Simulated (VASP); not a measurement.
A cell of CdS (zinc blende) near equilibrium:

```
CELL_PARAMETERS angstrom
      0.00000     2.93675     2.93675
      2.93675     0.00000     2.93675
      2.93675     2.93675     0.00000
ATOMIC_POSITIONS crystal
  Cd 0.00000 0.00000 0.00000
  S  0.25000 0.25000 0.25000
```

Level of theory: r2SCAN meta-GGA, VASP's PBE PAW potentials (set 64) (plane waves; VASP).

| run | ΔE (meV/atom) | σxx | σyy | σzz | largest shear component, with its sign (GPa) | gap (eV) |
|---|---|---|---|---|---|---|
| as it is | 0.0 | 0.41 | 0.41 | 0.41 | 0.00 | 1.54 |
| after one change | 7.0 | 2.26 | 2.51 | 2.51 | 0.00 | 1.60 |
Stress is in GPa, positive when the cell is compressed; gaps are those on the k-mesh, and 0.00 means metallic.

Task: Name the change that produced these shifts.
A) isotropic strain of +2.0 %
B) biaxial strain of -1.5 % in the yz plane
C) uniaxial strain of -4.0 % along y

Result: B, biaxial strain of -1.5 % in the yz plane

The compound is CdS in the zinc blende structure, a metastable form; wurtzite is the usual one.
